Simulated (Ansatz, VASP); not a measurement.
**PtS2 (1T-PtS2 5 layers, AA) in two plane-wave programs**

Wanted: the spread between two codes on one cell, functional and k mesh. The structure shown is the start of the Ansatz relaxation below; VASP solves that cell, so the two are compared at the walk's first step.

Calculated with Ansatz 0.2.0; plane waves, with VASP 6.6.1 beside it; single point at PBE with D3(BJ).

## 1. Starting point

The cell holds 15 atoms: 10 S and 5 Pt. Its edges and angles: a = 3.570 Å, b = 3.570 Å, c = 75.170 Å, α = 90.0°, β = 90.0°, γ = 120.0°. Vacuum lies along c.

Coordinates:

```cif
data_structure
_symmetry_space_group_name_H-M 'P 1'
_symmetry_Int_Tables_number 1
_cell_length_a 3.5700
_cell_length_b 3.5700
_cell_length_c 75.1704
_cell_angle_alpha 90.000
_cell_angle_beta 90.000
_cell_angle_gamma 120.000
_cell_volume 829.69
loop_
_atom_site_label
_atom_site_type_symbol
_atom_site_fract_x
_atom_site_fract_y
_atom_site_fract_z
_atom_site_occupancy
S1 S 0.66667 0.33333 0.35320 1
S2 S 0.33333 0.66667 0.37999 1
S3 S 0.66667 0.33333 0.41990 1
S4 S 0.33333 0.66667 0.44669 1
S5 S 0.66667 0.33333 0.48660 1
S6 S 0.33333 0.66667 0.51340 1
S7 S 0.66667 0.33333 0.55331 1
S8 S 0.33333 0.66667 0.58010 1
S9 S 0.66667 0.33333 0.62001 1
S10 S 0.33333 0.66667 0.64680 1
Pt11 Pt 0.00000 0.00000 0.36659 1
Pt12 Pt 0.00000 0.00000 0.43330 1
Pt13 Pt 0.00000 0.00000 0.50000 1
Pt14 Pt 0.00000 0.00000 0.56670 1
Pt15 Pt 0.00000 0.00000 0.63341 1
```

## 2. Ansatz: relaxation, PBE with D3(BJ)

Ansatz runs on its default PAW (the set named soft_2) files.

The two programs are compared at the cell with which this relaxation starts, whose forces are those of its first step.

Contents of input.yaml:

```yaml
crystal:
  lattice:
    - [3.57, 0.0, 0.0]
    - [-1.785, 3.0917106915, 0.0]
    - [0.0, 0.0, 75.1704319631]
  atoms:
    - { symbol: S, position: [0.6666666667, 0.3333333333, 0.353197385] }
    - { symbol: Pt, position: [0.0, 0.0, 0.3665941844] }
    - { symbol: S, position: [0.3333333333, 0.6666666667, 0.3799909838] }
    - { symbol: S, position: [0.6666666667, 0.3333333333, 0.4199002928] }
    - { symbol: Pt, position: [0.0, 0.0, 0.4332970922] }
    - { symbol: S, position: [0.3333333333, 0.6666666667, 0.4466938916] }
    - { symbol: S, position: [0.6666666667, 0.3333333333, 0.4866032006] }
    - { symbol: Pt, position: [0.0, 0.0, 0.5] }
    - { symbol: S, position: [0.3333333333, 0.6666666667, 0.5133967994] }
    - { symbol: S, position: [0.6666666667, 0.3333333333, 0.5533061084] }
    - { symbol: Pt, position: [0.0, 0.0, 0.5667029078] }
    - { symbol: S, position: [0.3333333333, 0.6666666667, 0.5800997072] }
    - { symbol: S, position: [0.6666666667, 0.3333333333, 0.6200090162] }
    - { symbol: Pt, position: [0.0, 0.0, 0.6334058156] }
    - { symbol: S, position: [0.3333333333, 0.6666666667, 0.646802615] }
  periodic: [true, true, false]
kpoints:
  mp_grid: { grid: [12, 12, 1] }
hamiltonian:
  xc: pbe
  dispersion: d3bj
scf:
  occupations: { method: fermi_dirac, width: 0.05 }
  convergence: { dr2_threshold: 1.0e-09 }
relax:
  f_tol: 0.004
  max_steps: 90
  cell: {}
output:
  write_potential: true
  write_density: true
  volumetric_format: npy
```

Run with:

```
> ansatz run input.yaml --threads 4 --pin off --max-ram 16384MiB --backend cpu --events-out ev --progress --plain --runs-dir out
```

Numbers of over 12 decimals in the logs are rounded to 6 here.

The program printed:

```text
Warning: relax.cell: scf.convergence.dr2_threshold = 1e-9 eV is looser than the 1.4584167375e-10 eV advised for a relaxation that steers and ends on the stress (1e-10 eV for each atom of the cell: 15, times the square of relax.cell.stress_2d_tol = 0.05 N/m over 32.1 Å (the atoms' height at the walk's start and 5 Å past either face), 1.559e-2 GPa, over a crystal's default 0.05). What an SCF threshold leaves in a stress goes as its square root, and in the free energy as the threshold itself, and one threshold admits the most on a small cell: [figures from the program's tests cut] Set scf.convergence.dr2_threshold to 1.4584167375e-10 eV or tighter. [rest of the remark cut]
Engine: ansatz 0.2.0, aarch64-unknown-linux-gnu
Pseudopotentials: kind: paw
Pseudopotential: S, paw, valence charge 6, recommended cutoff 420 eV (normal), S.paw.azcp
Pseudopotential: Pt, paw, valence charge 18, recommended cutoff 420 eV (normal), Pt.paw.azcp
Functional definition: PBE
  parameter kappa = 0.804
  parameter beta = 0.066725
  exchange = pbe_x(kappa = kappa, mu = beta*pi^2/3)
  correlation = pbe_c(beta = beta)
Crystal: 15 atoms, lattice volume = 829.687 Å³
Basis set: ecut = 420 eV, 15977 PW (Γ), exchange–correlation on 48×48×1024 points (8 copies of the dense FFT grid, shifted against one another)
Bands: 90, of which v1, the nominal top of the filled ones, is band 75 counted from 1 (74 counted from 0)
Symmetry: 12 space group operations
Space group: P-3m1 (ITA 164), of the structure as read, at distance tolerance 9.4e-5 Å
k-points: 19 of 144
Non-local potential: S, projectors of the file, l = 0: 2, l = 1: 2, l = 2: 2
Non-local potential: Pt, projectors of the file, l = 0: 3, l = 1: 2, l = 2: 2, l = 3: 1
PAW form: soft (Blöchl's): semilocal exchange-correlation on the pseudo side does not see the compensation charge
PAW one-centre angular grid: S, 110 points (default); XC on 64 Gauss nodes
PAW one-centre angular grid: Pt, 590 points (default); XC on 64 Gauss nodes
Initial density: superposition of atomic densities (neutral atoms: chi_scale 0, normalization atom), corrected by the library's trained network
Initial wavefunctions: pseudopotential atomic-orbital guess
Functional: x = pbe(κ = 0.804, μ = 0.219515), c = pbe(β = 0.066725)
SCF iter   1: F=—  HF=-71643.607607 eV  |F-HF|=—  |Δ(HF+E_count)|=         —  Δρ=2.55e-3  dr2=9.89e-2  ethr=1.77e-3  ⟨swp⟩=16.1  Hψ=12793  notcnv=0  defer=11
preconditioner: auto → Resta (q_TF=auto, 2.052 Å⁻¹)  ε∞=3.1  [insulator: Δε(μ)=1.034 eV  Ē_g=9.372 eV  σ=0.050 eV  W_gap=1.00  n_scr=90 (ndim 8)  ℏωp=13.5 eV  f_vac=0.662  D(μ)=0.00/eV (n_scr^D=0)  ε∞_Penn≈3.1  vacuum switching on, ρ_ref=6.4e-3 e/Å³]
SCF iter   2: F=—  HF=-71643.588402 eV  |F-HF|=—  |Δ(HF+E_count)|=   1.92e-2  Δρ=1.30e-3  dr2=1.40e-2  ethr=6.59e-5  ⟨swp⟩=3.7  Hψ=4434  notcnv=0  defer=96
SCF iter   3: F=—  HF=-71643.588641 eV  |F-HF|=—  |Δ(HF+E_count)|=   2.39e-4  Δρ=5.91e-4  dr2=5.48e-3  ethr=9.32e-6  ⟨swp⟩=3.2  Hψ=3801  notcnv=0  defer=96
SCF iter   4: F=—  HF=-71643.588351 eV  |F-HF|=—  |Δ(HF+E_count)|=   2.90e-4  Δρ=2.19e-4  dr2=4.57e-4  ethr=3.65e-6  ⟨swp⟩=2.4  Hψ=2742  notcnv=0  defer=96
SCF iter   5: F=—  HF=-71643.588504 eV  |F-HF|=—  |Δ(HF+E_count)|=   1.53e-4  Δρ=1.16e-4  dr2=4.41e-4  ethr=3.05e-7  ⟨swp⟩=3.9  Hψ=3982  notcnv=0  defer=96
SCF iter   6: F=—  HF=-71643.588461 eV  |F-HF|=—  |Δ(HF+E_count)|=   4.30e-5  Δρ=2.81e-5  dr2=9.82e-6  ethr=2.94e-7  ⟨swp⟩=2.3  Hψ=2228  notcnv=0  defer=96
SCF iter   7: F=—  HF=-71643.589100 eV  |F-HF|=—  |Δ(HF+E_count)|=   6.39e-4  Δρ=2.08e-5  dr2=1.36e-5  ethr=6.54e-9  ⟨swp⟩=3.7  Hψ=4479  notcnv=0  defer=96
SCF iter   8: F=—  HF=-71643.589099 eV  |F-HF|=—  |Δ(HF+E_count)|=   7.43e-7  Δρ=9.99e-6  dr2=2.50e-6  ethr=6.54e-9  ⟨swp⟩=2.3  Hψ=2369  notcnv=0  defer=96
SCF iter   9: F=—  HF=-71643.589099 eV  |F-HF|=—  |Δ(HF+E_count)|=   2.56e-7  Δρ=2.48e-6  dr2=6.76e-8  ethr=1.67e-9  ⟨swp⟩=3.6  Hψ=3497  notcnv=0  defer=96
SCF iter  10: F=—  HF=-71643.589099 eV  |F-HF|=—  |Δ(HF+E_count)|=   1.39e-8  Δρ=6.74e-7  dr2=4.86e-9  ethr=4.50e-11  ⟨swp⟩=3.4  Hψ=3976  notcnv=0  defer=96
SCF iter  11: F=—  HF=-71643.589099 eV  |F-HF|=—  |Δ(HF+E_count)|=   1.30e-9  Δρ=4.47e-7  dr2=2.41e-9  ethr=1.00e-12  ⟨swp⟩=12.7  Hψ=15257  notcnv=0
SCF iter  12: F=-71643.589099 eV  HF=-71643.589099 eV  |F-HF|=1.38e-9  |Δ(HF+E_count)|=  7.71e-10  Δρ=9.53e-8  dr2=7.01e-11  ethr=1.00e-12  ⟨swp⟩=8.1  Hψ=12065  notcnv=0
[...]
SCF converged after 5 iterations
Free energy (F): -71646.899476 eV
Harris-Foulkes:  -71646.899475 eV  (|F-HF|=2.37e-7)
Internal energy: -71646.897924 eV  (E = F + TS)
E sigma→0 (E₀):  -71646.898700 eV
Entropy (-TS):   -0.001552 eV (-0.103 meV/atom)
Fermi energy:    -5.102720 eV
--- Per-component energies (eV) ---
  E_band       = -4058.611451
  E_kinetic    = 4253.608817
  E_local      = -2049872.889921  (includes V_loc(G=0)·N_el)
  E_nonlocal   = 1276.794715
  E_hartree    = 1022081.660623
  E_xc         = -2281.350178
  E_vxc        = -2390.845650  (∫ρ·V_xc dr)
  E_paw        = -53269.497521  (= ΣΔE_a)
  E_vpaw       = -1488.603626  (= ΣTr[D̂ρ^β])
  E_aug_tail   = 0.000956  (compensation charges beyond the density's cutoff)
  E_ewald      = 1006170.953826
  E_disp       = -6.179239  (pairwise vdW)
  E_smearing   = -0.001552  (= −TS)
  E_closure    = -0.000000  (closes the sum)
  Σ components = -71646.899476   (vs F -71646.899476, Δ=0.00e0)
--- Forces (eV/Å), atoms counted from 1 ---
  atom   1  S      0.00000000    -0.00000000     0.00093770
  atom   2  Pt     0.00000000     0.00000000    -0.00180360
  atom   3  S     -0.00000000     0.00000000     0.00110705
  atom   4  S      0.00000000     0.00000000    -0.00076163
  atom   5  Pt     0.00000000    -0.00000000     0.00099691
  atom   6  S      0.00000000     0.00000000    -0.00047038
  atom   7  S      0.00000000    -0.00000000     0.00009982
  atom   8  Pt     0.00000000     0.00000000     0.00000000
  atom   9  S     -0.00000000     0.00000000    -0.00009982
  atom  10  S      0.00000000    -0.00000000     0.00047038
  atom  11  Pt    -0.00000000     0.00000000    -0.00099691
  atom  12  S     -0.00000000     0.00000000     0.00076163
  atom  13  S      0.00000000    -0.00000000    -0.00110705
  atom  14  Pt     0.00000000    -0.00000000     0.00180360
  atom  15  S     -0.00000000     0.00000000    -0.00093770
  max |Σ_I F_I| component: 2.75e-18 eV/Å
--- 2D stress c σ (N/m, compression-positive) ---
       -0.029454      -0.000000       0.000000
       -0.000000      -0.029454       0.000000
        0.000000       0.000000      -0.000000
  P = ½ c Tr σ = -0.0295 N/m
--- Band table (eV; the first three rows and the last of 19) ---
  k-point 0: bands = [... 71 lower, -6.4655, -6.1053, -5.6313, -5.2129, -3.7956, -3.7956, -3.5615, -3.5615, ... 11 higher]
  k-point 1: bands = [... 71 lower, -5.9193, -5.7148, -5.5067, -5.3230, -4.0219, -3.9457, -3.8780, -3.6887, ... 11 higher]
  k-point 2: bands = [... 71 lower, -6.1632, -5.8374, -5.6026, -5.3910, -4.3065, -4.2049, -4.2032, -4.0999, ... 11 higher]
  k-point 18: bands = [... 71 lower, -7.0943, -7.0943, -6.9630, -6.9630, -4.8041, -4.8041, -4.4954, -4.4954, ... 11 higher]
  the weakly bound empty levels are not read free of the cell's end (no_gap_told)
--- Relaxed structure (9 steps of the walk, 9 accepted, 1 SCFs on fresh bases) ---
  F+E_penalty+E_count = -71646.89947567 eV   max|allowed force component| = 1.804e-3 eV/Å   (the final SCF, on the basis selected at the relaxed cell)
  cell:  # Å, volume = 831.6149 Å³
    - [3.574146, 0.0, 0]
    - [-1.787073, 3.095301, 0]
    - [0, 0, 75.1704319631]
  atoms:
    - { symbol: S, position: [0.666667, 0.333333, 0.358763] }
    - { symbol: Pt, position: [0, 0, 0.375181] }
    - { symbol: S, position: [0.333333, 0.666667, 0.391166] }
    - { symbol: S, position: [0.666667, 0.333333, 0.421583] }
    - { symbol: Pt, position: [0, 0, 0.437704] }
    - { symbol: S, position: [0.333333, 0.666667, 0.453813] }
    - { symbol: S, position: [0.666667, 0.333333, 0.483884] }
    - { symbol: Pt, position: [0, 0, 0.5] }
    - { symbol: S, position: [0.333333, 0.666667, 0.516116] }
    - { symbol: S, position: [0.666667, 0.333333, 0.546187] }
    - { symbol: Pt, position: [0, 0, 0.562296] }
    - { symbol: S, position: [0.333333, 0.666667, 0.578417] }
    - { symbol: S, position: [0.666667, 0.333333, 0.608834] }
    - { symbol: Pt, position: [0, 0, 0.624819] }
    - { symbol: S, position: [0.333333, 0.666667, 0.641237] }
```

The column dr2 measures how far the density is from self-consistency, as an energy; F and HF (Harris–Foulkes) agree once it is small.

[end of part 1 of 2]

[Lines on the potential files, build, host, timing and source positions are cut from VASP's logs without a mark.]

[Logs are printed without paths, hosts, clocks, repeated set-up lines and the standing remarks that a program may print on its own settings, such as how far it seeks lower states.]

[Hosts, paths, dates, database ids (printed as entryN), source tags and the programs' standing remarks are cut or masked in the printed files.]
